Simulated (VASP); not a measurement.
Wanted: the native input for a VASP 6.6.1 run.

```yaml
Task: single point
Functional: PBEsol
Potentials_or_basis: VASP PAW PBE potentials, release 64 (Pt, Se)
Cutoff: 520 eV
k_mesh: 9 × 9 × 6
Occupations: gaussian, width 0.02 eV
Spin: no spin polarisation
Further_INCAR_settings: ALGO = Normal; EDIFF = 1e-07
```

The structure of PtSe2 lies in POSCAR:

```
PtSe2
1.0
    3.7173065500      0.0000000000      0.0000000000
   -1.8586532700      3.2192819000      0.0000000000
    0.0000000000      0.0000000000      5.8200740200
Pt Se
1 2
Direct
    0.0000000000      0.0000000000      0.0000000000
    0.6666666700      0.3333333300      0.7746118400
    0.3333333300      0.6666666700      0.2253881600
```

The cell is a database's computed one.

These files were run (other wordings do the same):

INCAR

```
PREC = Accurate
ENCUT = 520
EDIFF = 1E-7
ISMEAR = 0
SIGMA = 0.02
LREAL = False
LASPH = True
NELM = 100
ALGO = Normal
ISIF = 2
LWAVE = False
LCHARG = False
GGA = PS
```

KPOINTS

```
Automatic mesh
0
Gamma
  9 9 6
```

Potentials or basis: VASP PAW PBE potentials, release 64 (Pt, Se).

Run with:

```bash
$ cat potpaw_PBE.64/Pt/POTCAR potpaw_PBE.64/Se/POTCAR > POTCAR
$ mpirun -np 1 vasp_std > vasp.out
```

Results of the run:

| Quantity | Value |
| --- | --- |
| Pressure | -1.8 GPa |
| Largest force | 0.213 eV/Å |
| Band gap on the k mesh | 0.49 eV, indirect (least direct gap 0.83 eV) |

Caveat: the PAW data sets were made with another functional, which shifts forces and pressure a little; spin-orbit coupling is left out, which moves the levels of the heavy elements; an odd mesh through Γ misses points on the zone boundary, where band edges often lie; this functional lacks dispersion, which binds the layers, so the pressure and a relaxed spacing across them are unreliable.

Wall time 51 s on 1 thread of Intel(R) Xeon(R) Platinum 8259CL CPU @ 2.50GHz (Skylake/Cascade Lake), with other jobs on the host, peak memory 0.23 GiB.
